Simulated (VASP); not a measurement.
VASP ran on this input.

File KPOINTS:
```
Automatic mesh
0
Gamma
4 4 4
0 0 0
```

POSCAR:
```
CsPbBr3
1
    5.8473348042     0.0000000000    -0.0000000000
   -0.0000000000     5.8473348042    -0.0000000000
    0.0000000000     0.0000000000     5.8473348042
Cs Pb Br
1 1 3
Direct
  0.0000000000   0.0000000000   0.0000000000
  0.5000000000   0.5000000000   0.5000000000
  0.5000000000   0.0000000000   0.5000000000
  0.0000000000   0.5000000000   0.5000000000
  0.5000000000   0.5000000000   0.0000000000
```

### INCAR
```
ALGO = Normal
BPARAM = 11.95
CPARAM = 0.0093
EDIFF = 1E-6
EDIFFG = -0.02
ENCUT = 520
IBRION = 2
ISIF = 3
ISMEAR = 0
LASPH = .TRUE.
LCHARG = .FALSE.
LMAXMIX = 4
LMIXTAU = .TRUE.
LREAL = .FALSE.
LUSE_VDW = .TRUE.
LWAVE = .FALSE.
METAGGA = R2SCAN
NELM = 100
NSW = 60
PREC = Accurate
SIGMA = 0.05
SYSTEM = CsPbBr3
```

POTCAR, in this order: Cs_sv Pb_d Br (PBE.64 set). Program: vasp_std.

Problem. Translate this r2SCAN+rVV10 calculation to Ansatz.

Solution. One equivalent input (not run):
Ansatz 0.2 input:
```yaml
crystal:
  lattice:
    - [5.8473348, 0.0000000, 0.0000000]
    - [0.0000000, 5.8473348, 0.0000000]
    - [0.0000000, 0.0000000, 5.8473348]
  atoms:
    - { symbol: Cs, position: [0.0000000, 0.0000000, 0.0000000] }
    - { symbol: Pb, position: [0.5000000, 0.5000000, 0.5000000] }
    - { symbol: Br, position: [0.5000000, 0.0000000, 0.5000000] }
    - { symbol: Br, position: [0.0000000, 0.5000000, 0.5000000] }
    - { symbol: Br, position: [0.5000000, 0.5000000, 0.0000000] }
kpoints:
  mp_grid: { grid: [4, 4, 4] }
hamiltonian:
  xc: r2scan
  dispersion: rvv10
  pseudopotentials: { kind: paw }
scf:
  occupations: { method: gaussian, width: 0.05 }
  max_iter: 100
relax:
  max_steps: 60
  f_tol: 0.02
  cell: {}
output: { forces: true, stress: true, eigenvalues: true }
```
The two are equivalent in intent, not identical: each code has its own PAW files, so the cut-off isn't converted (ENCUT is set for VASP's; basis.ecutwfc is left out, and Ansatz then takes the one that its files recommend); Ansatz stops its SCF on the density residual and VASP on the energy change (EDIFF).

The compound is CsPbBr3 in the cubic perovskite structure, the ideal cubic form; the compound distorts at low or room temperature. This run relaxes it. Symmetry was kept, so distortions that lower it aren't found. The start is the result of an earlier pass.
